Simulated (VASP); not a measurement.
```xyz
5
Lattice="4.1113 0.0000 0.0000 -2.0557 3.5605 0.0000 0.0000 0.0000 22.3681" Properties=species:S:1:pos:R:3 pbc="T T T"
Bi     0.0000     2.3737     9.2952
Bi     0.0000     0.0000    13.0729
Se     0.0000     0.0000     7.7972
Se     2.0557     1.1868    11.1841
Se     0.0000     2.3737    14.5709
```

Method: LDA (Ceperley-Alder, Perdew-Zunger), VASP's LDA PAW potentials (set 64) (plane waves; VASP 6.6.1). Run with PREC = Normal, EDIFF = 1E-5, 400 eV cut-off, 12×12×1 Γ-centred mesh, Gaussian smearing of 0.050 eV, potentials Bi_d Se.

**Question.** The ions and cell shape at fixed volume are relaxed. Predict the relaxed structure.

**Answer.** 
```xyz
5
Lattice="4.0789 0.0000 0.0000 -2.0394 3.5324 0.0000 0.0000 0.0000 22.7253" Properties=species:S:1:pos:R:3 pbc="T T T"
Bi     0.0000     2.3550     9.4541
Bi     0.0000     0.0000    13.2712
Se     0.0000     0.0000     7.8956
Se     2.0394     1.1775    11.3626
Se     0.0000     2.3550    14.8297
```

**Question.** How much energy does the relaxation gain?

**Answer.** The energy (σ→0) changes by -3.6 meV/atom, in 5 ionic steps.

| step | E(σ→0) (eV) | max force (eV/Å) | pressure (GPa) | volume (Å³) |
|---|---|---|---|---|
| 1 | -23.1674 | 0.308 | 0.25 | 327.43 |
| 2 | -23.1814 | 0.114 | 0.10 | 327.43 |
| 3 | -23.1836 | 0.093 | 0.02 | 327.43 |
| 4 | -23.1851 | 0.053 | 0.02 | 327.43 |
| 5 | -23.1855 | 0.019 | 0.02 | 327.43 |

The cell is a sheet with vacuum, built from Bi2Se3 (tetradymite).
